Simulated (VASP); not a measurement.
SiGe (relaxed from the NiAs type structure, space group P6_3/mmc) is relaxed at rising pressure, each step from the one before. Symmetry mostly holds the structure type, and other phases were not tried. The mesh follows the cell, and a change of mesh leaves a small step in the series.

Input:

```xyz
4
Lattice="3.7906 0.0000 0.0000 -1.8953 3.2827 0.0000 0.0000 0.0000 5.6661" Properties=species:S:1:pos:R:3 pbc="T T T"
Si     0.0000     0.0000     0.0000
Si     0.0000     0.0000     2.8330
Ge     0.0000     2.1885     1.4165
Ge     1.8953     1.0942     4.2496
```

Method: PBEsol GGA, VASP's PBE PAW potentials (set 64) (plane waves; VASP). Run with 500 eV cut-off, 10×10×5 Γ-centred mesh, first-order Methfessel-Paxton smearing of 0.10 eV, potentials Si Ge_d.

| P (GPa) | V (Å³/atom) | H − H(0) (eV/atom) | space group | gap on the mesh (eV) | k-mesh |
|---|---|---|---|---|---|
| 0 | 17.63 | 0.000 | P6_3/mmc | 0.00 | 10×10×5 |
| 5 | 16.67 | 0.527 | P6_3/mmc | 0.00 | 10×10×6 |
| 10 | 15.97 | 1.036 | P6_3/mmc | 0.00 | 10×10×6 |
| 20 | 14.92 | 1.999 | P6_3/mmc | 0.00 | 10×10×6 |
| 30 | 14.10 | 2.904 | P6_3/mmc | 0.00 | 10×10×6 |
| 45 | 13.22 | 4.180 | P6_3/mmc | 0.00 | 11×11×6 |

Pressures at which the relaxation failed are left out.

The structure was generated: SiGe was put into the NiAs type type (P6_3/mmc), which need not be its known phase.
